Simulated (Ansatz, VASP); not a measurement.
# TiSi2N4 (TiSi2N4 monolayer): VASP beside Ansatz

Wanted: the spread between two codes on one cell, functional and k mesh. The cell is taken from a series of runs on this material, whose earlier steps may have relaxed, scaled, displaced or heated it; both programs get it as it stands.

Main program and level: Ansatz 0.2.0; plane waves, with VASP 6.6.1 beside it; single point at PBE with D3(BJ).

### 1. The starting structure

The cell holds 7 atoms: 4 N, 2 Si and 1 Ti. Its edges and angles: a = 2.921 Å, b = 2.921 Å, c = 24.872 Å, α = 90.0°, β = 90.0°, γ = 120.0°. Vacuum lies along c.

Structure file:

```xyz
7
Lattice="2.9210 0.0000 0.0000 -1.4605 2.5296 0.0000 0.0000 0.0000 24.8720" Properties=species:S:1:pos:R:3
N     0.0000    0.0000    9.0000
N     0.0000    1.6864   11.2612
N     0.0000    1.6864   13.6108
N     0.0000    0.0000   15.8720
Si    0.0000    1.6864    9.5150
Si    0.0000    1.6864   15.3569
Ti    0.0000    0.0000   12.4360
```

### 2. VASP: single point, PBE with D3(BJ)

A single point gives forces, pressure and levels at one fixed geometry, so differences don't come from the geometry; what else differs is listed under the comparison.

Lines of VASP's logs that name or quote its potential files are left out, and so is its time.

File INCAR:

```
SYSTEM = TiSi2N4
PREC = Accurate
ENCUT = 520
EDIFF = 1E-06
NELM = 120
ISMEAR = -1
SIGMA = 0.02585
LREAL = .FALSE.
ALGO = Normal
GGA = PE
IVDW = 12
NBANDS = 27
LASPH = .TRUE.
LORBIT = 11
LWAVE = .FALSE.
LCHARG = .FALSE.
ISIF = 2
LDIPOL = .TRUE.
IDIPOL = 3
DIPOL = 0.5 0.5 0.5
LVHAR = .TRUE.
GGA_COMPAT = .FALSE.
EFERMI = MIDGAP
NELMDL = -8
KPAR = 2
```

File POSCAR:

```
TiSi2N4
1.0
    2.9209636484      0.0000000000      0.0000000000
   -1.4604818242      2.5296287230      0.0000000000
    0.0000000000      0.0000000000     24.8719914650
N Si Ti
4 2 1
Direct
    0.0000000000      0.0000000000      0.3618528099
    0.3333333333      0.6666666667      0.4527673659
    0.3333333333      0.6666666667      0.5472326341
    0.0000000000      0.0000000000      0.6381471901
    0.3333333333      0.6666666667      0.3825607442
    0.3333333333      0.6666666667      0.6174392558
    0.0000000000      0.0000000000      0.5000000000
```

File KPOINTS:

```
Automatic mesh
0
Gamma
18 18 1
0 0 0
```

Potentials, in the order of the species: N, Si and Ti_sv (PBE family, release 64).

Run with:

```console
$ mpirun -np 2 vasp_std
```

Numbers of over 12 decimals in the logs are rounded to 6 here.

The program printed:

```text
[banner, memory and clock lines left out]
running    2 mpi-ranks, on    1 nodes
 distrk:  each k-point on    1 cores,    2 groups
 distr:  one band on    1 cores,    1 groups

 POSCAR found type information on POSCAR N SiTi
 POSCAR found :  3 types and       7 ions
 LDA part: xc-table for (Slater+PW92), standard interpolation
 POSCAR, INCAR and KPOINTS ok, starting setup
 FFT: planning ... GRIDC
 FFT: planning ... GRID_SOFT
 FFT: planning ... GRID
 WAVECAR not read
 entering main loop
       N       E                     dE             d eps       ncg     rms          rms(c)
DAV:   1     0.388953641529E+03    0.38895E+03   -0.19408E+04  2206   0.132E+03
DAV:   2    -0.146522632440E+02   -0.40361E+03   -0.39177E+03  2553   0.355E+02
DAV:   3    -0.686650595889E+02   -0.54013E+02   -0.53526E+02  2863   0.131E+02
DAV:   4    -0.720803301307E+02   -0.34153E+01   -0.34102E+01  3259   0.313E+01
DAV:   5    -0.722500311220E+02   -0.16970E+00   -0.16969E+00  2852   0.446E+00
DAV:   6    -0.722529161557E+02   -0.28850E-02   -0.28850E-02  2982   0.710E-01
DAV:   7    -0.722530667590E+02   -0.15060E-03   -0.15060E-03  2916   0.110E-01
DAV:   8    -0.722530681123E+02   -0.13533E-05   -0.13533E-05  3030   0.141E-02    0.263E+01
DAV:   9    -0.604434377824E+02    0.11810E+02   -0.67427E+01  2832   0.648E+01    0.133E+01
DAV:  10    -0.603284671800E+02    0.11497E+00   -0.32053E+01  2737   0.494E+01    0.999E+00
DAV:  11    -0.593481753699E+02    0.98029E+00   -0.21505E+00  2431   0.150E+01    0.385E+00
DAV:  12    -0.593370157969E+02    0.11160E-01   -0.92655E-01  3253   0.729E+00    0.202E+00
DAV:  13    -0.593080078581E+02    0.29008E-01   -0.15836E-01  2547   0.338E+00    0.738E-01
DAV:  14    -0.593068971098E+02    0.11107E-02   -0.20562E-02  2758   0.115E+00    0.330E-01
[...]
DAV:  23    -0.593066732623E+02   -0.15222E-04   -0.15987E-06  1754   0.698E-03    0.197E-03
DAV:  24    -0.593066883975E+02   -0.15135E-04   -0.89657E-07  1684   0.518E-03    0.140E-03
DAV:  25    -0.593066940563E+02   -0.56588E-05   -0.37156E-07  1471   0.322E-03    0.854E-04
DAV:  26    -0.593066967535E+02   -0.26971E-05   -0.12708E-07  1383   0.271E-03    0.508E-04
DAV:  27    -0.593067006560E+02   -0.39025E-05   -0.24561E-07  1496   0.184E-03    0.329E-04
DAV:  28    -0.593067017768E+02   -0.11208E-05   -0.40839E-08  1331   0.106E-03    0.253E-04
DAV:  29    -0.593067028032E+02   -0.10264E-05   -0.35834E-08  1376   0.914E-04    0.891E-05
DAV:  30    -0.593067029290E+02   -0.12580E-06   -0.74971E-09  1125   0.429E-04
   1 F= -.61098830E+02 E0= -.61098830E+02  d E =-.776149E-12
```

Parts of OUTCAR (step 2):

```text
ion  position               nearest neighbor table
   1  0.000  0.000  0.362-   5 1.76   5 1.76   5 1.76
   2  0.333  0.667  0.453-   5 1.75   7 2.06   7 2.06   7 2.06
   3  0.333  0.667  0.547-   6 1.75   7 2.06   7 2.06   7 2.06
   4  0.000  0.000  0.638-   6 1.76   6 1.76   6 1.76
   5  0.333  0.667  0.383-   2 1.75   1 1.76   1 1.76   1 1.76
   6  0.333  0.667  0.617-   3 1.75   4 1.76   4 1.76   4 1.76
   7  0.000  0.000  0.500-   2 2.06   3 2.06   2 2.06   3 2.06   2 2.06   3 2.06

  LATTYP: Found a hexagonal cell.
 ALAT       =     2.9209636484
 C/A-ratio  =     8.5149952067

 Subroutine GETGRP returns: Found 12 space group operations
 (whereof 12 operations were pure point group operations)

The static configuration has the point symmetry D_3h.

 Found     37 irreducible k-points:

   k-points           NKPTS =     37   k-points in BZ     NKDIM =     37   number of bands    NBANDS=     27

   dimension x,y,z NGX =    24 NGY =   24 NGZ =  192
   dimension x,y,z NGXF=    48 NGYF=   48 NGZF=  384

   ENCUT  =  520.0 eV  38.22 Ry    6.18 a.u.   5.43  5.43 46.25*2*pi/ulx,y,z

   NELECT =      40.0000    total number of electrons

 k-points in reciprocal lattice and weights: Automatic mesh
   0.00000000  0.00000000  0.00000000       0.003
   0.05555556  0.00000000  0.00000000       0.019
   0.11111111  0.00000000  0.00000000       0.019
   0.16666667  0.00000000  0.00000000       0.019
   0.22222222  0.00000000  0.00000000       0.019
   0.27777778  0.00000000  0.00000000       0.019
   0.33333333  0.00000000  0.00000000       0.019
   0.38888889  0.00000000  0.00000000       0.019
   0.44444444  0.00000000  0.00000000       0.019
[...]
0.33333333  0.27777778  0.00000000       0.037
   0.33333333  0.33333333  0.00000000       0.006

 dipolmoment           0.000000      0.000000      0.000000 electrons x Angstroem

 average (electrostatic) potential at core
       1 -68.9066       2 -68.2355       3 -68.2355       4 -68.9066       5 -90.2807
       6 -90.2807       7 -81.6567

 E-fermi :  -0.7019

 k-point     1 :       0.0000    0.0000    0.0000
  band No.  band energies     occupation
    ...
     16      -3.1194      2.00000
     17      -3.1194      2.00000
     18      -1.9852      2.00000
     19      -1.8461      2.00000
     20      -1.8461      2.00000
     21       0.9821      0.00000
     22       3.0322      0.00000
     23       3.0322      0.00000
     24       3.1427      0.00000
     25       3.1427      0.00000
    ...

 k-point     2 :       0.0556    0.0000    0.0000
  band No.  band energies     occupation
    ...
     16      -3.2178      2.00000
     17      -3.0797      2.00000
     18      -2.0547      2.00000
     19      -1.9020      2.00000
     20      -1.8045      2.00000
     21       0.9612      0.00000
     22       2.9667      0.00000
     23       3.0168      0.00000
     24       3.0988      0.00000
     25       3.1242      0.00000
    ...

 k-point     3 :       0.1111    0.0000    0.0000
  band No.  band energies     occupation
    ...
     16      -3.3918      2.00000
     17      -2.9666      2.00000
     18      -2.2185      2.00000
     19      -2.0557      2.00000
     20      -1.7879      2.00000
     21       0.8435      0.00000
     22       2.8896      0.00000
     23       2.8967      0.00000
     24       3.0711      0.00000
     25       3.2798      0.00000
    ...

 Edisp (eV)   -1.79213

  Total      -0.01202    -0.01202     0.01830     0.00000     0.00000     0.00000
  in kB      -0.10477    -0.10477     0.15954     0.00000     0.00000     0.00000
  external pressure =       -0.02 kB  Pullay stress =        0.00 kB

  energy-cutoff  :      520.00
  volume of cell :      183.78
      direct lattice vectors                 reciprocal lattice vectors
     2.920963648  0.000000000  0.000000000     0.342352771  0.197657465  0.000000000
    -1.460481824  2.529628723  0.000000000     0.000000000  0.395314929  0.000000000
     0.000000000  0.000000000 24.871991465     0.000000000  0.000000000  0.040205868

 POSITION                                       TOTAL-FORCE (eV/Angst)
 -----------------------------------------------------------------------------------
      0.00000      0.00000      9.00000         0.000000     -0.000000      0.012807
     -0.00000      1.68642     11.26123        -0.000000     -0.000000     -0.037672
     -0.00000      1.68642     13.61077        -0.000000     -0.000000      0.037672
      0.00000      0.00000     15.87199         0.000000     -0.000000     -0.012807
     -0.00000      1.68642      9.51505         0.000000     -0.000000     -0.015310
     -0.00000      1.68642     15.35694         0.000000      0.000000      0.015310
      0.00000      0.00000     12.43600        -0.000000      0.000000     -0.000000
 -----------------------------------------------------------------------------------
    total drift:                                0.000000     -0.000000     -0.000000

  FREE ENERGIE OF THE ION-ELECTRON SYSTEM (eV)
  ---------------------------------------------------
  free  energy   TOTEN  =       -61.0988300565 eV

  energy  without entropy=      -61.0988300565  energy(sigma->0) =      -61.09883006

 vacuum level on the upper side and lower side of the slab         5.264         5.264

 total charge
# of ion       s       p       d       tot
------------------------------------------
    1        1.225   2.662   0.000   3.887
    2        1.253   2.574   0.000   3.827
    3        1.253   2.574   0.000   3.827
    4        1.225   2.662   0.000   3.887
    5        0.677   0.956   0.000   1.633
    6        0.677   0.956   0.000   1.633
    7        2.225   6.283   1.893  10.400
--------------------------------------------------
tot          8.534  18.666   1.893  29.093

[... 3 further parts left out ...]
```

This run has no spin polarisation, so a moment on Ti, if there is one, isn't seen.

[end of part 1 of 2]

[Lines on the potential files, build, host, timing and source positions are cut from VASP's logs without a mark.]

[Logs are printed without paths, hosts, clocks, repeated set-up lines and the standing remarks that a program may print on its own settings, such as how far it seeks lower states.]

[Hosts, paths, dates, database ids (printed as entryN), source tags and the programs' standing remarks are cut or masked in the printed files.]
